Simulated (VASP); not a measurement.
These are PBEsol GGA, VASP's PBE PAW potentials (set 64) (plane waves; VASP) values and carry that method's errors.

VASP input:

### INCAR
```
SYSTEM = CrO2
PREC = Accurate; ENCUT = 620; LREAL = .FALSE.
LASPH = .TRUE.
EDIFF = 1E-6; NELM = 100; ALGO = Normal
LMAXMIX = 4
ISMEAR = 1; SIGMA = 0.1
GGA = PS
MAGMOM = 2*2.1 4*-0.1
ISPIN = 2
IBRION = 2; NSW = 40; ISIF = 3
EDIFFG = -0.02
LWAVE = .FALSE.; LCHARG = .FALSE.; LORBIT = 10
```

**POSCAR**
```
CrO2
1
    4.3922610790     0.0000000000     0.0000000000
    0.0000000000     4.3922610790     0.0000000000
    0.0000000000     0.0000000000     2.8934801373
Cr O
2 4
Direct
  0.0000000000   0.0000000000   0.0000000000
  0.5000000000   0.5000000000   0.5000000000
  0.3034300090   0.3034300090   0.0000000000
  0.8034300090   0.1965699910   0.5000000000
  0.1965699910   0.8034300090   0.5000000000
  0.6965699910   0.6965699910   0.0000000000
```

KPOINTS:
```
K-points
0
Gamma
 7 7 11
```

POTCAR, in this order: Cr_pv O (PBE.64 set). Program: vasp_std.

The resulting files:

**OSZICAR**
```
       N       E                     dE             d eps       ncg     rms          rms(c)
DAV:   1     0.655205242749E+03    0.65521E+03   -0.29355E+04  7200   0.203E+03
DAV:   2     0.117635255061E+02   -0.64344E+03   -0.60692E+03  7792   0.562E+02
DAV:   3    -0.659060918694E+02   -0.77670E+02   -0.75409E+02  8836   0.184E+02
DAV:   4    -0.681249131576E+02   -0.22188E+01   -0.21294E+01  8436   0.304E+01
DAV:   5    -0.681792418701E+02   -0.54329E-01   -0.54267E-01  9010   0.476E+00    0.432E+01
DAV:   6    -0.601487814381E+02    0.80305E+01   -0.14838E+02  8402   0.102E+02    0.353E+01
DAV:   7    -0.553878979118E+02    0.47609E+01   -0.95326E+01  8724   0.978E+01    0.192E+01
DAV:   8    -0.533182987887E+02    0.20696E+01   -0.69856E+00  8128   0.245E+01    0.654E+00
DAV:   9    -0.530441373220E+02    0.27416E+00   -0.16256E+00  9620   0.112E+01    0.210E+00
DAV:  10    -0.530527268006E+02   -0.85895E-02   -0.15444E-01  7990   0.361E+00    0.120E+00
DAV:  11    -0.530526326969E+02    0.94104E-04   -0.18256E-02  9834   0.124E+00    0.524E-01
DAV:  12    -0.530519296980E+02    0.70300E-03   -0.30615E-03  9678   0.542E-01    0.227E-01
DAV:  13    -0.530518159449E+02    0.11375E-03   -0.93213E-04  8946   0.315E-01    0.864E-02
DAV:  14    -0.530517947605E+02    0.21184E-04   -0.10862E-04  8632   0.782E-02    0.423E-02
DAV:  15    -0.530517942673E+02    0.49323E-06   -0.28046E-05  9260   0.398E-02    0.145E-02
DAV:  16    -0.530517944142E+02   -0.14690E-06   -0.19445E-06  5538   0.120E-02
   1 F= -.53051794E+02 E0= -.53051520E+02  d E =-.530518E+02  mag=     3.9999
       N       E                     dE             d eps       ncg     rms          rms(c)
DAV:   1    -0.530575938218E+02   -0.57996E-02   -0.16542E-01  7212   0.426E+00    0.776E-01
DAV:   2    -0.530539191555E+02    0.36747E-02   -0.29982E-02  7388   0.197E+00    0.542E-01
DAV:   3    -0.530521343503E+02    0.17848E-02   -0.10933E-02  8878   0.103E+00    0.249E-01
DAV:   4    -0.530517724373E+02    0.36191E-03   -0.21864E-03  7462   0.449E-01    0.506E-02
DAV:   5    -0.530517529516E+02    0.19486E-04   -0.11840E-04  8754   0.874E-02    0.275E-02
DAV:   6    -0.530517495756E+02    0.33760E-05   -0.99052E-06  9636   0.231E-02    0.170E-02
DAV:   7    -0.530517492285E+02    0.34710E-06   -0.17069E-06  4752   0.964E-03
   2 F= -.53051749E+02 E0= -.53051458E+02  d E =0.451857E-04  mag=     4.0000
       N       E                     dE             d eps       ncg     rms          rms(c)
DAV:   1    -0.530536568709E+02   -0.19073E-02   -0.48255E-02  7206   0.231E+00    0.420E-01
DAV:   2    -0.530526008289E+02    0.10560E-02   -0.89461E-03  7420   0.108E+00    0.298E-01
DAV:   3    -0.530520548456E+02    0.54598E-03   -0.32152E-03  8832   0.560E-01    0.134E-01
DAV:   4    -0.530519504613E+02    0.10438E-03   -0.63110E-04  7412   0.238E-01    0.278E-02
DAV:   5    -0.530519435857E+02    0.68756E-05   -0.35374E-05  8550   0.469E-02    0.144E-02
DAV:   6    -0.530519419525E+02    0.16333E-05   -0.24963E-06  6184   0.125E-02    0.817E-03
DAV:   7    -0.530519417826E+02    0.16984E-06   -0.71820E-07  3942   0.671E-03
   3 F= -.53051942E+02 E0= -.53051660E+02  d E =-.147368E-03  mag=     4.0000
```

**OUTCAR**
```
------------------------ aborting loop because EDIFF is reached ----------------------------------------
  FORCE on cell =-STRESS in cart. coord.  units (eV):
  Direction    XX          YY          ZZ          XY          YZ          ZX
  --------------------------------------------------------------------------------------
  Total        0.0346116      0.0346116     -0.0107027      0.0000000      0.0000000      0.0000000
  in kB        0.9951260      0.9951260     -0.3077142      0.0000000      0.0000000      0.0000000
  external PRESSURE =       0.5608459 kB  Pullay stress =       0.0000000 kB
  volume of cell :       55.73
      direct lattice vectors                 reciprocal lattice vectors
     4.390331314 -0.000000000  0.000000000     0.227773243  0.000000000  0.000000000
    -0.000000000  4.390331314  0.000000000     0.000000000  0.227773243  0.000000000
     0.000000000  0.000000000  2.891080202     0.000000000  0.000000000  0.345891477
 POSITION                                       TOTAL-FORCE (eV/Angst)
 -----------------------------------------------------------------------------------
      0.00000      0.00000      0.00000         0.000000      0.000000      0.000000
      2.19517      2.19517      1.44554         0.000000      0.000000      0.000000
      1.33183      1.33183      0.00000        -0.012780     -0.012780      0.000000
      3.52700      0.86333      1.44554        -0.012780      0.012780     -0.000000
      0.86333      3.52700      1.44554         0.012780     -0.012780      0.000000
      3.05850      3.05850      0.00000         0.012780      0.012780     -0.000000
 -----------------------------------------------------------------------------------
    total drift:                                0.000000      0.000000      0.000000
  FREE ENERGIE OF THE ION-ELECTRON SYSTEM (eV)
  ---------------------------------------------------
  free  energy   TOTEN  =       -53.0519417826 eV

  energy  without entropy=      -53.0510961260  energy(sigma->0) =      -53.05165990

 total charge

# of ion       s       p       d       tot
------------------------------------------
    1        0.371   6.496   4.077  10.944
    2        0.371   6.496   4.077  10.944
    3        1.563   3.460   0.000   5.023
    4        1.563   3.460   0.000   5.023
    5        1.563   3.460   0.000   5.023
    6        1.563   3.460   0.000   5.023
--------------------------------------------------
tot          6.996  26.832   8.154  41.981

 magnetization (x)

# of ion       s       p       d       tot
------------------------------------------
    1        0.020   0.033   2.010   2.064
    2        0.020   0.033   2.010   2.064
    3       -0.003  -0.059   0.000  -0.062
    4       -0.003  -0.059   0.000  -0.062
    5       -0.003  -0.059   0.000  -0.062
    6       -0.003  -0.059   0.000  -0.062
--------------------------------------------------
tot          0.030  -0.172   4.021   3.878

 reached required accuracy - stopping structural energy minimisation
```
(Selected blocks of OUTCAR.)

### CONTCAR
```
CrO2
   1.00000000000000
     4.3903313142412950   -0.0000000000000000    0.0000000000000000
    -0.0000000000000000    4.3903313142412950    0.0000000000000000
     0.0000000000000000    0.0000000000000000    2.8910802021916089
  Cr              O
     2     4
Direct
     0.0000000000000000    0.0000000000000000    0.0000000000000000
     0.5000000000000000    0.5000000000000000    0.5000000000000000
     0.3033563377233320    0.3033563377233320    0.0000000000000000
     0.8033563377233320    0.1966436622766680    0.5000000000000000
     0.1966436622766680    0.8033563377233320    0.5000000000000000
     0.6966436622766680    0.6966436622766680    0.0000000000000000
```

### OUTCAR
```
 val. band max:        5.8888607756   @ k =   0.2857   0.1429   0.0909

 cond. band min:       5.9537840639   @ k =   0.2857   0.0000   0.1818


 Fermi energy:         5.8948108066

 spin component 1

 k-point     1 :       0.0000    0.0000    0.0000
  band No.  band energies     occupation
      1     -38.9218      1.00000
      2     -38.9218      1.00000
      3     -38.7820      1.00000
      4     -38.7820      1.00000
      5     -38.7066      1.00000
      6     -38.6905      1.00000
      7     -14.0965      1.00000
      8     -12.2966      1.00000
      9     -11.7790      1.00000
     10     -11.7790      1.00000
     11      -2.0306      1.00000
     12      -1.3696      1.00000
     13      -0.8981      1.00000
     14       0.3014      1.00000
     15       0.3014      1.00000
     16       1.8282      1.00000
     17       1.8282      1.00000
     18       2.2952      1.00000
     19       4.1217      1.00000
     20       4.2949      1.00000
     21       4.5266      1.00000
     22       4.5717      1.00000
     23       4.5717      1.00000
     24       4.7435      1.00000
     25       4.7435      1.00000
     26       4.7830      1.00000
     27       5.2373      1.00000
     28       7.0503     -0.00000
     29       7.1451     -0.00000
     30       9.7629      0.00000

 k-point     2 :       0.1429    0.0000    0.0000
  band No.  band energies     occupation
      1     -38.9208      1.00000
      2     -38.9208      1.00000
      3     -38.7832      1.00000
      4     -38.7831      1.00000
      5     -38.7058      1.00000
      6     -38.6913      1.00000
      7     -14.0125      1.00000
      8     -12.3482      1.00000
      9     -11.8454      1.00000
     10     -11.7943      1.00000
     11      -1.8697      1.00000
     12      -1.2903      1.00000
     13      -0.7471      1.00000
     14       0.3126      1.00000
     15       0.3231      1.00000
     16       1.6263      1.00000
...
```

The compound is CrO2 in the rutile structure. This run relaxes it. Symmetry was kept, so distortions that lower it aren't found.
